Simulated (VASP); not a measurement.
Output of a VASP run:

### OSZICAR
```
       N       E                     dE             d eps       ncg     rms          rms(c)
DAV:   1     0.450867489199E+02    0.45087E+02   -0.85173E+03  1512   0.126E+03
DAV:   2    -0.414255292100E+02   -0.86512E+02   -0.78727E+02  2072   0.237E+02
DAV:   3    -0.451106453751E+02   -0.36851E+01   -0.36578E+01  1908   0.493E+01
DAV:   4    -0.451537876371E+02   -0.43142E-01   -0.43101E-01  1860   0.605E+00
DAV:   5    -0.451546979800E+02   -0.91034E-03   -0.90938E-03  1876   0.838E-01    0.825E+00
DAV:   6    -0.412003987003E+02    0.39543E+01   -0.20344E+00  1732   0.107E+01    0.605E+00
DAV:   7    -0.376512267056E+02    0.35492E+01   -0.34033E-01  1724   0.652E+00    0.131E+00
DAV:   8    -0.391733670614E+02   -0.15221E+01   -0.11367E+00  1644   0.892E+00    0.135E+00
DAV:   9    -0.399759417857E+02   -0.80257E+00   -0.12578E-01  1748   0.325E+00    0.770E-01
DAV:  10    -0.397997079715E+02    0.17623E+00   -0.14474E-02  1632   0.138E+00    0.625E-01
DAV:  11    -0.392168189007E+02    0.58289E+00   -0.18428E-01  1584   0.450E+00    0.213E-01
DAV:  12    -0.394036867487E+02   -0.18687E+00   -0.28402E-02  1588   0.204E+00    0.158E-01
DAV:  13    -0.394036989762E+02   -0.12227E-04   -0.25240E-04  1968   0.146E-01    0.153E-01
DAV:  14    -0.394138094170E+02   -0.10110E-01   -0.53691E-04  1640   0.307E-01    0.214E-01
DAV:  15    -0.394327559743E+02   -0.18947E-01   -0.56338E-03  1560   0.957E-01    0.102E-01
DAV:  16    -0.394329277998E+02   -0.17183E-03   -0.12014E-04  1940   0.125E-01    0.100E-01
DAV:  17    -0.394329274010E+02    0.39877E-06   -0.10328E-06  1464   0.109E-02
   1 F= -.39432927E+02 E0= -.39432955E+02  d E =-.394329E+02
       N       E                     dE             d eps       ncg     rms          rms(c)
DAV:   1    -0.394335535007E+02   -0.62570E-03   -0.19832E-02  1544   0.119E+00    0.118E-01
DAV:   2    -0.394331851085E+02    0.36839E-03   -0.48089E-04  1720   0.175E-01    0.663E-02
DAV:   3    -0.394330029817E+02    0.18213E-03   -0.57126E-04  1816   0.173E-01    0.807E-03
DAV:   4    -0.394330259544E+02   -0.22973E-04   -0.47250E-05  1648   0.833E-02    0.396E-03
DAV:   5    -0.394330410747E+02   -0.15120E-04   -0.14461E-05  1644   0.502E-02    0.189E-03
DAV:   6    -0.394330480520E+02   -0.69774E-05   -0.17056E-06  1536   0.163E-02    0.788E-04
DAV:   7    -0.394330479796E+02    0.72472E-07   -0.18609E-07  1196   0.520E-03
   2 F= -.39433048E+02 E0= -.39433076E+02  d E =-.120579E-03
```

OUTCAR:
```
------------------------ aborting loop because EDIFF is reached ----------------------------------------
  FORCE on cell =-STRESS in cart. coord.  units (eV):
  Direction    XX          YY          ZZ          XY          YZ          ZX
  --------------------------------------------------------------------------------------
  Total        0.0292406      0.0292406      0.0377076      0.0000000     -0.0000000      0.0000000
  in kB        1.3490034      1.3490028      1.7396218      0.0000000     -0.0000000      0.0000000
  external PRESSURE =       1.4792093 kB  Pullay stress =       0.0000000 kB
  volume of cell :       34.73
      direct lattice vectors                 reciprocal lattice vectors
     1.228516409 -2.127852347 -0.000000000     0.406994971 -0.234978710 -0.000000000
     1.228516409  2.127852347  0.000000000     0.406994971  0.234978710 -0.000000000
     0.000000000  0.000000000  6.642500650     0.000000000 -0.000000000  0.150545714
 POSITION                                       TOTAL-FORCE (eV/Angst)
 -----------------------------------------------------------------------------------
      2.45703      0.00000      1.66063        -0.000000      0.000000     -0.000000
      0.00000      0.00000      4.98188         0.000000      0.000000      0.000000
      1.22852      0.70929      1.66063        -0.000000      0.000000     -0.000000
      1.22852     -0.70929      4.98188         0.000000     -0.000000      0.000000
 -----------------------------------------------------------------------------------
    total drift:                                0.000000     -0.000000      0.000000
  FREE ENERGIE OF THE ION-ELECTRON SYSTEM (eV)
  ---------------------------------------------------
  free  energy   TOTEN  =       -39.4330479796 eV

  energy  without entropy=      -39.4331309322  energy(sigma->0) =      -39.43307563

 reached required accuracy - stopping structural energy minimisation
```
(Selected blocks of OUTCAR.)

File POSCAR:
```
C
1
    1.2287819288    -2.1283122406     0.0000000000
    1.2287819288     2.1283122406    -0.0000000000
    0.0000000000    -0.0000000000     6.6298150698
C
4
Direct
  0.0000000000   0.0000000000   0.2500000000
  0.0000000000   0.0000000000   0.7500000000
  0.3333330000   0.6666670000   0.2500000000
  0.6666670000   0.3333330000   0.7500000000
```

### Question
Write an INCAR and KPOINTS that could have produced this output.

### Answer
This is not unique; one that fits is the input of the run itself, r2SCAN+rVV10, plane waves, VASP's PBE PAW potentials (set 64).

### INCAR
```
! general
SYSTEM   = C
PREC     = Accurate
ENCUT    = 520
LREAL    = F
LASPH    = T   ! aspherical one-centre terms

! electronic loop
EDIFF    = 1E-6   ! SCF stop (eV)
NELM     = 100   ! most electronic steps
ALGO     = Normal   ! blocked Davidson
LMIXTAU  = T

! smearing
ISMEAR   = 1   ! Methfessel-Paxton
SIGMA    = 0.1

! functional
METAGGA  = R2SCAN
LUSE_VDW = T
BPARAM   = 11.95
CPARAM   = 0.0093

! ions
IBRION   = 2
NSW      = 60   ! most ionic steps
ISIF     = 3
EDIFFG   = -0.02

! output
LWAVE    = F
LCHARG   = F
```

File KPOINTS:
```
Automatic mesh
0
Gamma
13 13 4
0 0 0
```

POTCAR, in this order: C (PBE.64 set). Program: vasp_std.

The compound is C in the graphite structure. This run relaxes it. Symmetry was kept, so distortions that lower it aren't found. The start is the result of an earlier pass.
